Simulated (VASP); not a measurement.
# CeMg (space group Pm-3m): computed properties

Method: LDA (Ceperley-Alder, Perdew-Zunger), VASP's LDA PAW potentials (set 64) (plane waves; VASP 6.6.1).

- space group = Pm-3m (221)
- cell = a = b = c = 3.696 Å, α = β = γ = 90.00°
- volume per atom = 25.25 Å^3/atom
- band gap (over mesh and band path) = none (metal, semimetal or under 0.01 eV)
- band gap with spin-orbit coupling = none (metallic)
- density = 5.41 g/cm³

```xyz
2
Lattice="3.6961 0.0000 0.0000 0.0000 3.6961 0.0000 0.0000 0.0000 3.6961" Properties=species:S:1:pos:R:3 pbc="T T T"
Ce     1.8481     1.8481     1.8481
Mg     0.0000     0.0000     0.0000
```

The structure comes from a computed database's CeMg entry (Pm-3m); how it stands against other phases isn't given here. It was relaxed first, which changed the volume by -11 %. Symmetry was kept, so distortions that lower it aren't found. The run is not spin-polarised, so no magnetic state was tried.
